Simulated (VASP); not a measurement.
Output of a VASP run:

**OUTCAR**
```
 ion  position               nearest neighbor table
   1  0.000  0.000  0.000-   2 2.48   3 2.48   4 2.48   2 2.48   3 2.48   2 2.48   4 2.48   2 2.48
                             3 2.48   4 2.48   3 2.48   4 2.48
   2  0.000  0.500  0.500-   1 2.48   3 2.48   4 2.48   1 2.48   4 2.48   1 2.48   3 2.48   1 2.48
                             3 2.48   4 2.48   4 2.48   3 2.48
   3  0.500  0.000  0.500-   1 2.48   2 2.48   4 2.48   1 2.48   4 2.48   2 2.48   4 2.48   4 2.48
                             1 2.48   2 2.48   1 2.48   2 2.48
   4  0.500  0.500  0.000-   1 2.48   2 2.48   3 2.48   2 2.48   3 2.48   1 2.48   3 2.48   3 2.48
                             1 2.48   2 2.48   2 2.48   1 2.48
  LATTYP: Found a simple cubic cell.
 ALAT       =     3.5084678217
 Subroutine PRICEL returns:
 Original cell was already a primitive cell.
 Subroutine GETGRP returns: Found 48 space group operations
The static configuration has the point symmetry O_h .
The dynamic configuration has the point symmetry O_h .
 Subroutine INISYM returns: Found 48 space group operations
 Subroutine IBZKPT returns following result:
 Found     56 irreducible k-points:

 Following reciprocal coordinates:
            Coordinates               Weight
  0.000000  0.000000  0.000000      1.000000
  0.100000  0.000000  0.000000      6.000000
  0.200000  0.000000  0.000000      6.000000
  0.300000  0.000000  0.000000      6.000000
  0.400000  0.000000  0.000000      6.000000
  0.500000  0.000000  0.000000      3.000000
  0.100000  0.100000  0.000000     12.000000
  0.200000  0.100000  0.000000     24.000000
  0.300000  0.100000  0.000000     24.000000
  0.400000  0.100000  0.000000     24.000000
  0.500000  0.100000  0.000000     12.000000
  0.200000  0.200000  0.000000     12.000000
  0.300000  0.200000  0.000000     24.000000
  0.400000  0.200000  0.000000     24.000000
  0.500000  0.200000  0.000000     12.000000
  0.300000  0.300000  0.000000     12.000000
  0.400000  0.300000  0.000000     24.000000
  0.500000  0.300000  0.000000     12.000000
  0.400000  0.400000  0.000000     12.000000
  0.500000  0.400000  0.000000     12.000000
  0.500000  0.500000  0.000000      3.000000
  0.100000  0.100000  0.100000      8.000000
  0.200000  0.100000  0.100000     24.000000
  0.300000  0.100000  0.100000     24.000000
  0.400000  0.100000  0.100000     24.000000
  0.500000  0.100000  0.100000     12.000000
  0.200000  0.200000  0.100000     24.000000
  0.300000  0.200000  0.100000     48.000000
  0.400000  0.200000  0.100000     48.000000
  0.500000  0.200000  0.100000     24.000000
  0.300000  0.300000  0.100000     24.000000
  0.400000  0.300000  0.100000     48.000000
  0.500000  0.300000  0.100000     24.000000
  0.400000  0.400000  0.100000     24.000000
  0.500000  0.400000  0.100000     24.000000
  0.500000  0.500000  0.100000      6.000000
  0.200000  0.200000  0.200000      8.000000
  0.300000  0.200000  0.200000     24.000000
  0.400000  0.200000  0.200000     24.000000
  0.500000  0.200000  0.200000     12.000000
   k-points           NKPTS =     56   k-points in BZ     NKDIM =     56   number of bands    NBANDS=     21
   number of dos      NEDOS =    601   number of ions     NIONS =      4
   total plane-waves  NPLWV =  21952
   dimension x,y,z NGX =    28 NGY =   28 NGZ =   28
   dimension x,y,z NGXF=    56 NGYF=   56 NGZF=   56
   ions per type =               1   3
   PREC   = accura    normal or accurate (medium, high low for compatibility)
   ISTART =      0    job   : 0-new  1-cont  2-samecut
   ICHARG =      2    charge: 1-file 2-atom 10-const
   ISPIN  =      1    spin polarized calculation?
   LNONCOLLINEAR =      F non collinear calculations
   LSORBIT =      F    spin-orbit coupling
   INIWAV =      1    electr: 0-lowe 1-rand  2-diag
   ENCUT  =  520.0 eV  38.22 Ry    6.18 a.u.   6.52  6.52  6.52*2*pi/ulx,y,z
   NELM   =    100;   NELMIN=  2; NELMDL= -5     # of ELM steps
   EDIFF  = 0.1E-06   stopping-criterion for ELM
   LREAL  =      F    real-space projection
   NLSPLINE    = F    spline interpolate recip. space projectors
...
```

File OSZICAR:
```
       N       E                     dE             d eps       ncg     rms          rms(c)
DAV:   1     0.213458967649E+03    0.21346E+03   -0.15946E+04  2360   0.217E+03
DAV:   2    -0.531301204014E+01   -0.21877E+03   -0.21116E+03  2352   0.375E+02
DAV:   3    -0.165280569380E+02   -0.11215E+02   -0.10810E+02  2625   0.113E+02
DAV:   4    -0.167835669409E+02   -0.25551E+00   -0.25442E+00  2696   0.151E+01
DAV:   5    -0.167922745552E+02   -0.87076E-02   -0.87024E-02  2754   0.267E+00    0.179E+01
DAV:   6    -0.166949732213E+02    0.97301E-01   -0.44967E+01  2690   0.110E+02    0.152E+01
DAV:   7    -0.138047882698E+02    0.28902E+01   -0.13438E+01  2588   0.616E+01    0.384E+00
DAV:   8    -0.137626766899E+02    0.42112E-01   -0.56911E-01  2446   0.595E+00    0.133E+00
DAV:   9    -0.137485335903E+02    0.14143E-01   -0.28254E-02  3174   0.238E+00    0.494E-01
DAV:  10    -0.137465049435E+02    0.20286E-02   -0.32062E-03  3200   0.441E-01    0.187E-01
DAV:  11    -0.137462229893E+02    0.28195E-03   -0.67737E-04  3547   0.296E-01    0.581E-02
DAV:  12    -0.137462190181E+02    0.39712E-05   -0.10842E-04  2624   0.128E-01    0.136E-02
DAV:  13    -0.137462203575E+02   -0.13394E-05   -0.85783E-06  2733   0.213E-02    0.745E-03
DAV:  14    -0.137462204100E+02   -0.52470E-07   -0.46876E-07  2482   0.732E-03
   1 F= -.13746220E+02 E0= -.13746220E+02  d E =0.000000E+00
```

### OUTCAR
```
------------------------ aborting loop because EDIFF is reached ----------------------------------------
  FORCE on cell =-STRESS in cart. coord.  units (eV):
  Direction    XX          YY          ZZ          XY          YZ          ZX
  --------------------------------------------------------------------------------------
  Total       -0.0348127     -0.0348127     -0.0348127     -0.0000000     -0.0000000     -0.0000000
  in kB       -1.2915057     -1.2915057     -1.2915057     -0.0000000     -0.0000000     -0.0000000
  external PRESSURE =      -1.2915057 kB  Pullay stress =       0.0000000 kB
  volume of cell :       43.19
      direct lattice vectors                 reciprocal lattice vectors
     3.508467822  0.000000000  0.000000000     0.285024703  0.000000000  0.000000000
     0.000000000  3.508467822  0.000000000     0.000000000  0.285024703  0.000000000
     0.000000000  0.000000000  3.508467822     0.000000000  0.000000000  0.285024703
 POSITION                                       TOTAL-FORCE (eV/Angst)
 -----------------------------------------------------------------------------------
      0.00000      0.00000      0.00000         0.000000      0.000000      0.000000
      0.00000      1.75423      1.75423         0.000000      0.000000      0.000000
      1.75423      0.00000      1.75423         0.000000      0.000000      0.000000
      1.75423      1.75423      0.00000         0.000000      0.000000      0.000000
 -----------------------------------------------------------------------------------
    total drift:                                0.000000      0.000000      0.000000
  FREE ENERGIE OF THE ION-ELECTRON SYSTEM (eV)
  ---------------------------------------------------
  free  energy   TOTEN  =       -13.7462204100 eV

  energy  without entropy=      -13.7462204100  energy(sigma->0) =      -13.74622041

 total charge

# of ion       s       p       d       tot
------------------------------------------
    1        0.738   0.823   0.000   1.562
    2        0.485   0.559   8.446   9.490
    3        0.485   0.559   8.446   9.490
    4        0.485   0.559   8.446   9.490
--------------------------------------------------
tot          2.194   2.501  25.337  30.032

 Electric field gradients after diagonalization (V/A^2)
 (convention: |V_zz| > |V_xx| > |V_yy|)
----------------------------------------------------------------------
 ion       V_xx      V_yy      V_zz     asymmetry (V_yy - V_xx)/ V_zz
----------------------------------------------------------------------
   1       0.000     0.000     0.000      -0.116
   2      21.331    21.331   -42.663       0.000
   3      21.331    21.331   -42.663       0.000
   4      21.331    21.331   -42.663       0.000
```
(Selected blocks of OUTCAR.)

### POSCAR
```
Ni3Si
1
    3.5084678217     0.0000000000     0.0000000000
    0.0000000000     3.5084678217     0.0000000000
    0.0000000000     0.0000000000     3.5084678217
Si Ni
1 3
Direct
  0.0000000000   0.0000000000   0.0000000000
  0.0000000000   0.5000000000   0.5000000000
  0.5000000000   0.0000000000   0.5000000000
  0.5000000000   0.5000000000   0.0000000000
```

Task: Write an INCAR and KPOINTS that could have produced this output.

Result: Several could match; the one computed here: the input of the run itself, optB88-vdW, plane waves, VASP's PBE PAW potentials (set 64).

**KPOINTS**
```
Automatic mesh
0
Gamma
10 10 10
0 0 0
```

### INCAR
```
PARAM1  =  0.1833333333
ISIF  =  2   ! forces and stress, cell fixed
GGA  =  BO
LORBIT  =  11
LEFG  =  .TRUE.
PREC  =  Accurate
LCHARG  =  .TRUE.
SYSTEM  =  Ni3Si
LREAL  =  .FALSE.
NEDOS  =  601   ! DOS grid
ISMEAR  =  -5   ! tetrahedra, Bloechl
ENCUT  =  520   ! plane-wave cut-off (eV)
LWAVE  =  .FALSE.
LASPH  =  .TRUE.
ALGO  =  Normal   ! blocked Davidson
NELM  =  100   ! most electronic steps
AGGAC  =  0.0
LMAXMIX  =  4
LUSE_VDW  =  .TRUE.
PARAM2  =  0.22
EDIFF  =  1E-7
```

POTCAR, in this order: Si Ni (PBE.64 set). Program: vasp_std.

For a metal the tetrahedron method with Blöchl corrections gives inexact stress and forces.

The compound is Ni3Si in the L1_2 structure. It was relaxed first. The run is not spin-polarised, so no magnetic state was tried.
